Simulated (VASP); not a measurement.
The system is IrC.

```
CELL_PARAMETERS angstrom
0.00000 2.31043 2.31043
2.31043 0.00000 2.31043
2.31043 2.31043 0.00000
ATOMIC_POSITIONS crystal
Ir 0.00000 0.00000 0.00000
C 0.75000 0.75000 0.75000
```

The cell was built by a generator and needn't be a form met in nature.

Base run:

- Program: VASP 6.6.1
- Functional: r2SCAN
- Potentials or basis: VASP PAW PBE potentials, release 64 (Ir, C)
- Cutoff: 520 eV
- k mesh: 10 × 10 × 10
- Occupations: fermi-dirac, width 0.05 eV
- Spin: no spin polarisation

Its results: band gap on the k mesh none (metal or under the smearing width); pressure -1.0 GPa.

After a change of settings the same cell gave: band gap on the k mesh none (metal or under the smearing width); pressure -14.8 GPa. Which change was it?
A. hubbard terms from none to Ir d U = 5 eV
B. hubbard terms from none to Ir d U = 2 eV
C. functional from r2SCAN to PBE; further incar settings from ALGO = Normal; EDIFF = 1e-07 to ALGO = Normal; EDIFF = 1e-07; NBANDS = 14

A.

Caveats: the PAW data sets were made with another functional, which shifts forces and pressure a little; U without spin polarisation on a metal has little footing (some runs); the U is typed as a test and isn't derived for this compound (some runs).

Not every run made on this cell is shown here.
